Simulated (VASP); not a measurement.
OSZICAR of a VASP run on AgO (space group Cccm):

**OSZICAR**
```
       N       E                     dE             d eps       ncg     rms          rms(c)
DAV:   1     0.193187681616E+03    0.19319E+03   -0.15618E+04  1638   0.126E+03
DAV:   2    -0.101324904569E+02   -0.20332E+03   -0.19408E+03  1886   0.310E+02
DAV:   3    -0.211392390551E+02   -0.11007E+02   -0.10860E+02  1841   0.758E+01
DAV:   4    -0.212377662873E+02   -0.98527E-01   -0.98446E-01  1773   0.758E+00
DAV:   5    -0.212387682149E+02   -0.10019E-02   -0.10014E-02  1853   0.737E-01    0.166E+01
DAV:   6    -0.182302598090E+02    0.30085E+01   -0.22606E+01  2054   0.520E+01    0.136E+01
DAV:   7    -0.173966052384E+02    0.83365E+00   -0.32868E+00  1865   0.221E+01    0.690E+00
DAV:   8    -0.174171881163E+02   -0.20583E-01   -0.12124E+00  1698   0.800E+00    0.193E+00
DAV:   9    -0.173759327601E+02    0.41255E-01   -0.57596E-02  1848   0.251E+00    0.828E-01
DAV:  10    -0.173679691695E+02    0.79636E-02   -0.51019E-02  1778   0.163E+00    0.160E-01
DAV:  11    -0.173679556323E+02    0.13537E-04   -0.83610E-04  1721   0.271E-01    0.933E-02
DAV:  12    -0.173679772823E+02   -0.21650E-04   -0.42710E-04  1818   0.195E-01    0.473E-02
DAV:  13    -0.173679616023E+02    0.15680E-04   -0.54419E-05  1814   0.100E-01    0.983E-03
DAV:  14    -0.173679608531E+02    0.74918E-06   -0.53173E-06  1873   0.174E-02
   1 F= -.17367961E+02 E0= -.17337889E+02  d E =-.601438E-01
```

Which electronic solver shows in the log?

It is blocked Davidson (ALGO = Normal, or the opening steps of other solvers). The INCAR had ALGO = Normal.

Can the final energy be trusted as converged?

The calculation finished and met its thresholds. It stopped with EDIFF = 1E-6, NELM = 100 (PBEsol GGA, plane waves, VASP's PBE PAW potentials (set 64)).

The structure comes from a computed database's AgO entry (Cccm); how it stands against other phases isn't given here. The cell was not relaxed at this level. The k-mesh is coarse (spacing up to 0.31 per Å, 2π included), so the numbers may not be converged in it. The run is one of a series of settings (KPOINTS 6×6×4 Γ-centred mesh against the base run), some of them coarse on purpose.
